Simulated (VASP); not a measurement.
Given:

```
N2OSi2
1.0
    4.43585    -2.74390     0.00000
    4.43585     2.74390     0.00000
    0.00000     0.00000     4.83909
Si N O
4 4 2
Cartesian
  1.57125  -0.82599   3.52890
  7.30046   0.82599   1.10936
  7.30046  -0.82599   3.52890
  1.57125   0.82599   1.10936
  1.94609  -0.67781   1.86180
  6.92562   0.67781   4.28134
  6.92562  -0.67781   1.86180
  1.94609   0.67781   4.28134
  4.43585   1.59938   3.77103
  4.43585  -1.59938   1.35149
```

The numbers are results of LDA (Ceperley-Alder, Perdew-Zunger), VASP's LDA PAW potentials (set 64) (plane waves; VASP), not measurements. Numerical set-up: 520 eV cut-off, Gaussian smearing of 0.050 eV, potentials Si N O.

Q: Give the energies of bands 16 to 29 at the high-symmetry points, in eV from the valence-band maximum.

A: 
```tsv
band	Γ	Y	F0	Z	B0	T	S	R
16	-3.46	-3.36	-3.51	-3.63	-3.93	-3.78	-3.87	-4.29
17	-3.14	-3.18	-3.30	-3.08	-3.32	-3.19	-3.21	-3.13
18	-2.29	-2.95	-2.79	-3.08	-3.32	-3.19	-2.99	-3.13
19	-2.12	-2.52	-2.79	-2.00	-2.31	-2.39	-2.43	-2.42
20	-1.76	-2.44	-2.27	-2.00	-2.31	-2.39	-2.37	-2.42
21	-1.75	-2.27	-2.16	-1.52	-1.35	-1.62	-1.90	-1.52
22	-1.12	-1.00	-1.14	-1.52	-1.35	-1.62	-1.35	-1.52
23	-0.85	-0.50	-0.71	-0.23	-1.08	-0.66	-0.74	-0.72
24	0.00	-0.28	-0.57	-0.23	-1.08	-0.66	-0.45	-0.72
25	4.97	6.29	6.41	5.77	6.53	6.01	6.69	6.75
26	6.35	6.50	6.77	5.77	6.53	6.01	6.75	6.75
27	6.42	7.05	7.19	6.36	6.97	6.89	6.92	6.87
28	7.17	7.34	7.30	6.36	6.97	6.89	7.01	6.87
29	7.75	7.38	7.91	7.03	7.40	7.71	7.98	7.44
```

The gap is direct, 4.97 eV, from the valence maximum at Γ to the conduction minimum at Γ.

The structure comes from a computed database's Si2N2O entry (Cmc2_1), a phase known from measurement. It was relaxed first.
